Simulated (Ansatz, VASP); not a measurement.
# Cross-check of SnTe between VASP and Ansatz, part 2 of 2

Aim: how closely do two programs agree when they are given the same cell, functional and k mesh? The cell is taken from a series of runs on this material, whose earlier steps may have relaxed, scaled, displaced or heated it; both programs get it as it stands.

VASP 6.6.1 and Ansatz 0.2.0.

So far: The starting structure; Ansatz: elastic constants, r2SCAN.

## Step 3: VASP: elastic constants, r2SCAN

Level of this step: r2SCAN; plane waves and PAW (Sn_d, Te) (VASP).

The same cell, functional, mesh and smearing now go to VASP, with its own data sets.

Lines of VASP's logs that name or quote its potential files are left out, and so is its time.

INCAR

```
SYSTEM = SnTe
PREC = Accurate
ENCUT = 550
EDIFF = 1E-08
NELM = 120
ISMEAR = 0
SIGMA = 0.01
LREAL = .FALSE.
ALGO = Normal
METAGGA = R2SCAN
LASPH = .TRUE.
NBANDS = 16
LORBIT = 11
LWAVE = .FALSE.
LCHARG = .FALSE.
ISIF = 3
IBRION = 6
NFREE = 2
POTIM = 0.015
NSW = 1
GGA_COMPAT = .FALSE.
EFERMI = MIDGAP
LMIXTAU = .TRUE.
KPAR = 2
```

POSCAR

```
SnTe
1.0
    0.0000000000      3.1850212367      3.1850212367
    3.1850212367      0.0000000000      3.1850212367
    3.1850212367      3.1850212367      0.0000000000
Sn Te
1 1
Direct
    0.0000000000      0.0000000000      0.0000000000
    0.5000000000      0.5000000000      0.5000000000
```

KPOINTS

```
Automatic mesh
0
Gamma
12 12 12
0 0 0
```

Potentials, in the order of the species: Sn_d and Te (PBE family, release 64).

On the command line:

```bash
$ mpirun -np 2 vasp_std
```

Numbers of over 12 decimals in the logs are rounded to 6 here.

Log:

```text
[banner, memory and clock lines left out]
running    2 mpi-ranks, on    1 nodes
 distrk:  each k-point on    1 cores,    2 groups
 distr:  one band on    1 cores,    1 groups

 POSCAR found type information on POSCAR SnTe
 POSCAR found :  2 types and       2 ions
|                                                                             |
|               ----> ADVICE to this user running VASP <----                  |
|                                                                             |
|     You enforced a specific xc type in the INCAR file but a different       |
|     [... a line on the potential file left out ...]
|     I HOPE YOU KNOW WHAT YOU ARE DOING!                                     |
|                                                                             |

 LDA part: xc-table for (None), standard interpolation
 POSCAR, INCAR and KPOINTS ok, starting setup
 FFT: planning ... GRIDC
 FFT: planning ... GRID_SOFT
 FFT: planning ... GRID
 WAVECAR not read
 entering main loop
       N       E                     dE             d eps       ncg     rms          rms(c)
DAV:   1     0.814460443255E+02    0.81446E+02   -0.10112E+04  2312   0.151E+03
DAV:   2    -0.430065600612E+02   -0.12445E+03   -0.12148E+03  2504   0.364E+02
DAV:   3    -0.535021804302E+02   -0.10496E+02   -0.10441E+02  2856   0.917E+01
DAV:   4    -0.537837754301E+02   -0.28159E+00   -0.28152E+00  2776   0.163E+01
DAV:   5    -0.537964455384E+02   -0.12670E-01   -0.12670E-01  3488   0.317E+00    0.429E+00
DAV:   6    -0.506058866239E+02    0.31906E+01   -0.88550E-01  2888   0.141E+01    0.328E+00
DAV:   7    -0.505142257441E+02    0.91661E-01   -0.75967E-01  2568   0.818E+00    0.102E+00
DAV:   8    -0.506390735929E+02   -0.12485E+00   -0.61026E-01  2336   0.545E+00    0.486E-01
DAV:   9    -0.506697738547E+02   -0.30700E-01   -0.22080E-02  2952   0.105E+00    0.501E-01
DAV:  10    -0.506595968794E+02    0.10177E-01   -0.48424E-03  2600   0.435E-01    0.660E-01
DAV:  11    -0.506875712909E+02   -0.27974E-01   -0.95233E-02  2480   0.193E+00    0.146E-01
DAV:  12    -0.506896141896E+02   -0.20429E-02   -0.48165E-03  2720   0.469E-01    0.137E-01
DAV:  13    -0.506876935859E+02    0.19206E-02   -0.13875E-03  2736   0.282E-01    0.298E-01
DAV:  14    -0.506900406947E+02   -0.23471E-02   -0.47942E-03  2376   0.592E-01    0.191E-02
[...]
DAV:  18    -0.506901452854E+02   -0.10095E-04   -0.48133E-05  2760   0.843E-02    0.166E-02
DAV:  19    -0.506901452061E+02    0.79303E-07   -0.43507E-06  2472   0.225E-02    0.152E-02
DAV:  20    -0.506901466427E+02   -0.14366E-05   -0.63332E-07  2704   0.987E-03    0.776E-03
DAV:  21    -0.506901468315E+02   -0.18884E-06   -0.12527E-07  2744   0.348E-03    0.424E-03
DAV:  22    -0.506901471222E+02   -0.29070E-06   -0.31177E-08  2776   0.161E-03    0.764E-04
DAV:  23    -0.506901470390E+02    0.83270E-07   -0.14684E-08  1936   0.114E-03    0.836E-04
DAV:  24    -0.506901470609E+02   -0.21950E-07   -0.27590E-09  1392   0.518E-04    0.766E-04
DAV:  25    -0.506901470641E+02   -0.31764E-08   -0.16782E-09  1320   0.580E-04
   1 F= -.50690147E+02 E0= -.50690147E+02  d E =-.412844E-23
[... from here on, the cycles between the ionic steps are left out ...]
  11 F= -.50689304E+02 E0= -.50689304E+02  d E =-.456129E-06
  12 F= -.50689295E+02 E0= -.50689295E+02  d E =-.455848E-06
  13 F= -.50689304E+02 E0= -.50689304E+02  d E =-.455880E-06
  14 F= -.50690205E+02 E0= -.50690205E+02  d E =-.968248E-25
  15 F= -.50690205E+02 E0= -.50690205E+02  d E =-.968373E-25
  16 F= -.50690204E+02 E0= -.50690204E+02  d E =-.966740E-25
 Finite differences progress:
  Degree of freedom:   8/  8
  Displacement:        1/  2
  Total:              15/ 16
 bond charge predicted
       N       E                     dE             d eps       ncg     rms          rms(c)
DAV:   1    -0.506883946521E+02    0.18097E-02   -0.33570E-01  5352   0.214E+00    0.114E-01
DAV:   2    -0.506901091974E+02   -0.17145E-02   -0.90687E-03  5960   0.554E-01    0.475E-02
DAV:   3    -0.506901345335E+02   -0.25336E-04   -0.22677E-04  7512   0.110E-01    0.458E-02
DAV:   4    -0.506901952249E+02   -0.60691E-04   -0.12536E-04  6128   0.723E-02    0.311E-02
DAV:   5    -0.506901528884E+02    0.42337E-04   -0.75113E-05  5568   0.610E-02    0.691E-03
DAV:   6    -0.506902019241E+02   -0.49036E-04   -0.66278E-05  5552   0.515E-02    0.132E-02
DAV:   7    -0.506902042311E+02   -0.23070E-05   -0.14060E-06  6864   0.840E-03    0.661E-03
DAV:   8    -0.506902037157E+02    0.51546E-06   -0.25940E-07  6160   0.372E-03    0.496E-03
DAV:   9    -0.506902043506E+02   -0.63492E-06   -0.14477E-07  5848   0.308E-03    0.187E-03
DAV:  10    -0.506902043749E+02   -0.24373E-07   -0.24324E-08  6008   0.112E-03    0.226E-04
DAV:  11    -0.506902043738E+02    0.11701E-08   -0.67171E-09  4040   0.513E-04
  17 F= -.50690204E+02 E0= -.50690204E+02  d E =-.969217E-25
 Finite differences progress:
  Degree of freedom:   8/  8
  Displacement:        2/  2
  Total:              16/ 16
```

Parts of OUTCAR (step 3):

```text
ion  position               nearest neighbor table
   1  0.000  0.000  0.000-   2 3.19   2 3.19   2 3.19   2 3.19   2 3.19   2 3.19
   2  0.500  0.500  0.500-   1 3.19   1 3.19   1 3.19   1 3.19   1 3.19   1 3.19

  LATTYP: Found a face centered cubic cell.
 ALAT       =     6.3700424734

 Subroutine GETGRP returns: Found 48 space group operations
 (whereof 48 operations were pure point group operations)

The static configuration has the point symmetry O_h .

 Found     72 irreducible k-points:

   k-points           NKPTS =     72   k-points in BZ     NKDIM =     72   number of bands    NBANDS=     16

   dimension x,y,z NGX =    36 NGY =   36 NGZ =   36
   dimension x,y,z NGXF=    72 NGYF=   72 NGZF=   72

   ENCUT  =  550.0 eV  40.42 Ry    6.36 a.u.   8.61  8.61  8.61*2*pi/ulx,y,z

   NELECT =      20.0000    total number of electrons

 k-points in reciprocal lattice and weights: Automatic mesh
   0.00000000  0.00000000  0.00000000       0.001
   0.08333333  0.00000000  0.00000000       0.005
   0.16666667  0.00000000  0.00000000       0.005
   0.25000000  0.00000000  0.00000000       0.005
   0.33333333  0.00000000  0.00000000       0.005
   0.41666667  0.00000000  0.00000000       0.005
   0.50000000  0.00000000  0.00000000       0.002
   0.08333333  0.08333333  0.00000000       0.003
   0.16666667  0.08333333  0.00000000       0.014
[...]
-0.33333333  0.50000000  0.16666667       0.007
  -0.25000000  0.50000000  0.25000000       0.003

 average (electrostatic) potential at core
       1-106.6018       2 -93.0801

 E-fermi :   6.6836

 k-point     1 :       0.0000    0.0000    0.0000
  band No.  band energies     occupation
    ...
      6      -6.6390      2.00000
      7       1.7420      2.00000
      8       4.2177      2.00000
      9       4.2184      2.00000
     10       4.2184      2.00000
     11       9.9789      0.00000
     12       9.9789      0.00000
     13       9.9811      0.00000
     14      11.6419      0.00000
     15      11.6433      0.00000
    ...

 k-point     2 :       0.0833    0.0000    0.0000
  band No.  band energies     occupation
    ...
      6      -6.5797      2.00000
      7       1.3662      2.00000
      8       4.2298      2.00000
      9       4.2303      2.00000
     10       4.5062      2.00000
     11       9.6309      0.00000
     12       9.6311      0.00000
     13       9.6763      0.00000
     14      11.5957      0.00000
     15      11.7893      0.00000
    ...

 k-point     3 :       0.1667    0.0000    0.0000
  band No.  band energies     occupation
    ...
      6      -6.4062      2.00000
      7       0.5647      2.00000
      8       4.2685      2.00000
      9       4.2691      2.00000
     10       5.0491      2.00000
     11       8.9137      0.00000
     12       8.9141      0.00000
     13       9.0205      0.00000
     14      11.6512      0.00000
     15      12.2038      0.00000
    ...

  Total        0.0022786      0.0005619      0.0005619     -0.0000000      0.0000000      0.0000000
  in kB        0.0564964      0.0139318      0.0139318     -0.0000000      0.0000000      0.0000000
  external PRESSURE =       0.0281200 kB  Pullay stress =       0.0000000 kB

  energy-cutoff  :      550.00
  volume of cell :       64.62
      direct lattice vectors                 reciprocal lattice vectors
     0.000000000  3.185021237  3.185021237    -0.156984825  0.156984825  0.156984825
     3.185021237  0.000000000  3.185021237     0.156984825 -0.156984825  0.156984825
     3.185021237  3.185021237  0.000000000     0.156984825  0.156984825 -0.156984825

 POSITION                                       TOTAL-FORCE (eV/Angst)
 -----------------------------------------------------------------------------------
      0.00000      0.00000      0.00000         0.007587      0.000000      0.000000
      3.17002      3.18502      3.18502        -0.007587      0.000000      0.000000
 -----------------------------------------------------------------------------------
    total drift:                                0.000011     -0.000000     -0.000000

  FREE ENERGIE OF THE ION-ELECTRON SYSTEM (eV)
  ---------------------------------------------------
  free  energy   TOTEN  =       -50.6902043738 eV

  energy  without entropy=      -50.6902043738  energy(sigma->0) =      -50.69020437

  SYMMETRIZED ELASTIC MODULI (kBar)
 Direction    XX          YY          ZZ          XY          YZ          ZX
 --------------------------------------------------------------------------------
 XX        1277.3806     29.3793     29.3793     -0.0000      0.0000      0.0000
 YY          29.3793   1277.3806     29.3793      0.0000      0.0000     -0.0000
 ZZ          29.3793     29.3793   1277.3806      0.0000     -0.0000     -0.0000
 XY          -0.0000      0.0000      0.0000    187.2158     -0.0000      0.0000
 YZ           0.0000      0.0000     -0.0000     -0.0000    187.2158      0.0000
 ZX           0.0000     -0.0000     -0.0000      0.0000      0.0000    187.2158
 --------------------------------------------------------------------------------

 Eigenvectors and eigenvalues of the dynamical matrix
 ----------------------------------------------------

   1 f  =    0.002052 THz     0.012895 2PiTHz    0.068459 cm-1     0.008488 meV
             X         Y         Z           dx          dy          dz
      0.000000  0.000000  0.000000     0.161328   -0.602562    0.307076
      3.185021  3.185021  3.185021     0.166775   -0.622906    0.317444

   2 f  =    0.002052 THz     0.012895 2PiTHz    0.068459 cm-1     0.008488 meV
             X         Y         Z           dx          dy          dz
      0.000000  0.000000  0.000000     0.081526    0.330718    0.606121
      3.185021  3.185021  3.185021     0.084279    0.341883    0.626585

   3 f  =    0.002052 THz     0.012895 2PiTHz    0.068459 cm-1     0.008488 meV
             X         Y         Z           dx          dy          dz
      0.000000  0.000000  0.000000    -0.671365   -0.104634    0.147393
      3.185021  3.185021  3.185021    -0.694031   -0.108167    0.152370

   4 f/i=    1.414429 THz     8.887118 2PiTHz   47.180265 cm-1     5.849605 meV
             X         Y         Z           dx          dy          dz
      0.000000  0.000000  0.000000     0.718746   -0.000000    0.000000
      3.185021  3.185021  3.185021    -0.695272    0.000000    0.000000

   5 f/i=    1.414429 THz     8.887118 2PiTHz   47.180265 cm-1     5.849605 meV
             X         Y         Z           dx          dy          dz
      0.000000  0.000000  0.000000    -0.000000    0.000000    0.718746
      3.185021  3.185021  3.185021    -0.000000    0.000000   -0.695272

   6 f/i=    1.414429 THz     8.887118 2PiTHz   47.180265 cm-1     5.849605 meV
             X         Y         Z           dx          dy          dz
      0.000000  0.000000  0.000000    -0.000000   -0.718746    0.000000
      3.185021  3.185021  3.185021     0.000000    0.695272    0.000000

 ELASTIC MODULI CONTR FROM IONIC RELAXATION (kBar)
 Direction    XX          YY          ZZ          XY          YZ          ZX
 --------------------------------------------------------------------------------
 XX           0.0000      0.0000      0.0000      0.0000      0.0000      0.0000
 YY           0.0000      0.0000      0.0000      0.0000      0.0000      0.0000
 ZZ           0.0000      0.0000      0.0000      0.0000      0.0000      0.0000
 XY           0.0000      0.0000      0.0000      0.0000      0.0000      0.0000
 YZ           0.0000      0.0000      0.0000      0.0000      0.0000      0.0000
 ZX           0.0000      0.0000      0.0000      0.0000      0.0000      0.0000
 --------------------------------------------------------------------------------

 TOTAL ELASTIC MODULI (kBar)
 Direction    XX          YY          ZZ          XY          YZ          ZX
 --------------------------------------------------------------------------------
 XX        1277.3806     29.3793     29.3793     -0.0000      0.0000      0.0000
 YY          29.3793   1277.3806     29.3793      0.0000      0.0000     -0.0000
 ZZ          29.3793     29.3793   1277.3806      0.0000     -0.0000     -0.0000
 XY          -0.0000      0.0000      0.0000    187.2158     -0.0000      0.0000
 YZ           0.0000      0.0000     -0.0000     -0.0000    187.2158      0.0000
 ZX           0.0000     -0.0000     -0.0000      0.0000      0.0000    187.2158
 --------------------------------------------------------------------------------

 total charge
# of ion       s       p       d       tot
------------------------------------------
    1        1.349   0.730   9.978  12.058
    2        1.381   2.004   0.028   3.413
--------------------------------------------------
tot          2.730   2.734  10.006  15.470

[... 3 further parts left out ...]
```

Levels, forces or a CONTCAR printed for this step are those of its last displaced cell, not of the structure at rest.

## Step 4: Differences

Known differences besides the potentials themselves: VASP keeps PBE cores, Ansatz makes them for the functional; the data sets hold 30 valence electrons in Ansatz (on its default PAW (the set named soft_2) files) and 20 in VASP; the cutoff is 500 eV in Ansatz and 550 eV in VASP; VASP takes each elastic constant from one size of strain, Ansatz from those that its log lists. Total energies have different zeros and are not compared.

Compared:

```csv
quantity,Ansatz,VASP,difference
C11 (GPa),126.8,127.7,-0.76 %
C22 (GPa),126.8,127.7,-0.76 %
C33 (GPa),126.8,127.7,-0.76 %
C12 (GPa),2.9,2.9,-2.50 %
C13 (GPa),2.9,2.9,-2.50 %
C23 (GPa),2.9,2.9,-2.50 %
C44 (GPa),18.7,18.7,-0.35 %
C55 (GPa),18.7,18.7,-0.35 %
C66 (GPa),18.7,18.7,-0.35 %
```

## Step 5: What came out

```
difference in C12 (elastic constants, r2SCAN) : -2.5 %
```

The difference in C12 is -2.5 % (elastic constants, r2SCAN), within the 5 % picked in this series as the mark of a large difference. The data sets hold unlike numbers of valence electrons (30 in Ansatz and 20 in VASP), so part of the differences may come from the potentials. How closely two codes agree says nothing of how well the functional describes the real material.

[Lines on the potential files, build, host, timing and source positions are cut from VASP's logs without a mark.]

[Logs are printed without paths, hosts, clocks, repeated set-up lines and the standing remarks that a program may print on its own settings, such as how far it seeks lower states.]

[Hosts, paths, dates, database ids (printed as entryN), source tags and the programs' standing remarks are cut or masked in the printed files.]
